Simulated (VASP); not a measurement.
Shape and ions are relaxed at each volume.

Energy against volume of AlN (wurtzite). Calculation: optB86b-vdW, VASP's PBE PAW potentials (set 64) (plane waves; VASP).

```
V (Å³/atom)  E (eV/atom)
-----------  -----------
9.912           -6.25089
10.229          -6.27089
10.545          -6.27727
10.861          -6.27184
11.178          -6.25623
```

Q: Fit a third-order Birch-Murnaghan equation of state.

A: 
The volume per atom is 10.55 Å³/atom and the bulk modulus comes out as 198 GPa. The pressure derivative of the bulk modulus comes out as 3.86.

Measured: bulk modulus 208 GPa (computed value off by -4.7 %), as given by J. Phys. Chem. B 108, 11506, doi 10.1021/jp048396e, abstract (bulk AlN value quoted). The calculation is for a static lattice, while the measured bulk modulus holds thermal and zero-point effects, which are part of the difference.

The compound is AlN in the wurtzite structure. It was relaxed first.
